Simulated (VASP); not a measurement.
Level of theory: vdW-DF-cx, VASP's PBE PAW potentials (set 64) (plane waves; VASP 6.6.1).

A VASP calculation is set up with these files.

### INCAR
```
SYSTEM = Au
PREC = Accurate
ENCUT = 520
EDIFF = 1E-7
NELM = 100
ALGO = Normal
LREAL = .FALSE.
LASPH = .TRUE.
ISMEAR = 1
SIGMA = 0.1
GGA = CX
LUSE_VDW = .TRUE.
AGGAC = 0.0
LMAXMIX = 6
LWAVE = .FALSE.
LCHARG = .FALSE.
ISIF = 2
```

POSCAR:
```
Au
1
    0.0000000000     2.0869242524     2.0869242524
    2.0869242524     0.0000000000     2.0869242524
    2.0869242524     2.0869242524     0.0000000000
Au
1
Direct
  0.0000000000   0.0000000000   0.0000000000
```

KPOINTS:
```
Automatic mesh
0
Gamma
15 15 15
0 0 0
```

POTCAR, in this order: Au (PBE.64 set). Program: vasp_std.

Question: What will the output report for the number of irreducible k-points (NKPTS), largest plane-wave count, number of space-group operations, FFT grid (NGX, NGY, NGZ)?

Answer: 
- number of irreducible k-points (NKPTS) = 120
- largest plane-wave count = 531
- number of space-group operations = 48
- FFT grid (NGX, NGY, NGZ) = 24 × 24 × 24

The compound is Au in the fcc structure. This cell is one point of a volume scan, at 1.06 of the reference volume.
